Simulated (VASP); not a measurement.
Consider the following.

```xyz
4
Lattice="3.8000 0.0000 0.0000 0.0000 3.8000 0.0000 0.0000 0.0000 4.8400" Properties=species:S:1:pos:R:3 pbc="T T T"
Sn     1.9000     0.0000     3.6881
Sn     0.0000     1.9000     1.1519
O      1.9000     1.9000     0.0000
O      0.0000     0.0000     0.0000
```

Calculation: PBE GGA, VASP's PBE PAW potentials (set 64) (plane waves; VASP). Run with PREC = Normal, 500 eV cut-off, 4×4×4 Γ-centred mesh, Gaussian smearing of 0.010 eV, potentials Sn_d_GW O_GW_new.

Task: Which forces act on the atoms, in eV/Å?

Result: 
```
atom     Fx     Fy      Fz
----  -----  -----  ------
Sn1   0.000  0.000  -0.392
Sn2   0.000  0.000   0.392
O3    0.000  0.000   0.000
O4    0.000  0.000   0.000
```

Task: Give the stress tensor in GPa (positive for a compressed cell).

Result: 
```
3.72  0.00  0.00
0.00  3.72  0.00
0.00  0.00  2.42
```
The pressure is its mean diagonal, 3.29 GPa.

The compound is SnO in the litharge structure. The cell was not relaxed at this level.
